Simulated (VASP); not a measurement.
Computed with PBE GGA, VASP's PBE PAW potentials (set 64) (plane waves; VASP).

The input files of a VASP run:

File POSCAR:
```
La
3.770
  0.5000000000  -0.8660254642   0.0000000000
  0.5000000000   0.8660254642   0.0000000000
  0.0000000000   0.0000000000   3.2254641910
La
4
Cartesian
  0.0000000000   0.0000000000   1.6127320955
  0.0000000000   0.0000000000   0.0000000000
  0.5000000000   0.2886757321   0.8063660477
  0.5000000000  -0.2886757321   2.4190981432
```

### KPOINTS
```
Automatic mesh
0
Gamma
9 9 3
0 0 0
```

### INCAR
```
ISIF=2
GGA=PE   ! PBE
ISMEAR=1   ! Methfessel-Paxton
LWAVE=.FALSE.
NELM=100
EDIFF=1E-6   ! SCF stop (eV)
ALGO=Normal   ! blocked Davidson
LASPH=.TRUE.   ! aspherical one-centre terms
ENCUT=400
PREC=Accurate
LCHARG=.FALSE.
SIGMA=0.1
LREAL=.FALSE.
LMAXMIX=6
SYSTEM=La
```

POTCAR, in this order: La (PBE.64 set). Program: vasp_std.

What VASP printed:

**OSZICAR**
```
       N       E                     dE             d eps       ncg     rms          rms(c)
DAV:   1     0.536608326821E+03    0.53661E+03   -0.12860E+04  1256   0.185E+03
DAV:   2     0.966308356503E+02   -0.43998E+03   -0.43543E+03  1912   0.435E+02
DAV:   3    -0.528500005873E+01   -0.10192E+03   -0.10112E+03  2232   0.258E+02
DAV:   4    -0.175509313714E+02   -0.12266E+02   -0.12034E+02  2312   0.873E+01
DAV:   5    -0.193011297907E+02   -0.17502E+01   -0.17121E+01  2464   0.308E+01    0.480E+00
DAV:   6    -0.194952430995E+02   -0.19411E+00   -0.22088E+00  2440   0.108E+01    0.246E+00
DAV:   7    -0.195197083406E+02   -0.24465E-01   -0.32200E-01  2408   0.392E+00    0.599E-01
DAV:   8    -0.195283258322E+02   -0.86175E-02   -0.48315E-02  2456   0.139E+00    0.215E-01
DAV:   9    -0.195304915676E+02   -0.21657E-02   -0.84140E-03  2392   0.493E-01    0.163E-01
DAV:  10    -0.195318269687E+02   -0.13354E-02   -0.59716E-03  2080   0.474E-01    0.395E-02
DAV:  11    -0.195318289146E+02   -0.19458E-05   -0.53498E-04  2408   0.192E-01    0.340E-02
DAV:  12    -0.195318404441E+02   -0.11530E-04   -0.92962E-05  2000   0.488E-02    0.223E-02
DAV:  13    -0.195318413062E+02   -0.86208E-06   -0.50793E-05  2176   0.525E-02    0.459E-03
DAV:  14    -0.195318408167E+02    0.48944E-06   -0.52950E-06  1352   0.182E-02
   1 F= -.19531841E+02 E0= -.19531921E+02  d E =0.240623E-03
```

### OUTCAR
```
------------------------ aborting loop because EDIFF is reached ----------------------------------------
  FORCE on cell =-STRESS in cart. coord.  units (eV):
  Direction    XX          YY          ZZ          XY          YZ          ZX
  --------------------------------------------------------------------------------------
  Total       -0.0044930     -0.0044930     -0.3448681      0.0000000      0.0000000     -0.0000000
  in kB       -0.0480952     -0.0480953     -3.6916176      0.0000000      0.0000000     -0.0000000
  external PRESSURE =      -1.2626027 kB  Pullay stress =       0.0000000 kB
  volume of cell :      149.67
      direct lattice vectors                 reciprocal lattice vectors
     1.885000000 -3.264916000  0.000000000     0.265251989 -0.153143297  0.000000000
     1.885000000  3.264916000  0.000000000     0.265251989  0.153143297  0.000000000
     0.000000000  0.000000000 12.160000000     0.000000000  0.000000000  0.082236842
 POSITION                                       TOTAL-FORCE (eV/Angst)
 -----------------------------------------------------------------------------------
      0.00000      0.00000      6.08000         0.000000      0.000000     -0.000000
      0.00000      0.00000      0.00000         0.000000      0.000000     -0.000000
      1.88500      1.08831      3.04000         0.000000      0.000000     -0.000000
      1.88500     -1.08831      9.12000        -0.000000     -0.000000      0.000000
 -----------------------------------------------------------------------------------
    total drift:                                0.000000      0.000000      0.000000
  FREE ENERGIE OF THE ION-ELECTRON SYSTEM (eV)
  ---------------------------------------------------
  free  energy   TOTEN  =       -19.5318408167 eV

  energy  without entropy=      -19.5320814396  energy(sigma->0) =      -19.53192102
```
(Selected blocks of OUTCAR.)

The compound is La in the dhcp structure. The cell was not relaxed at this level.
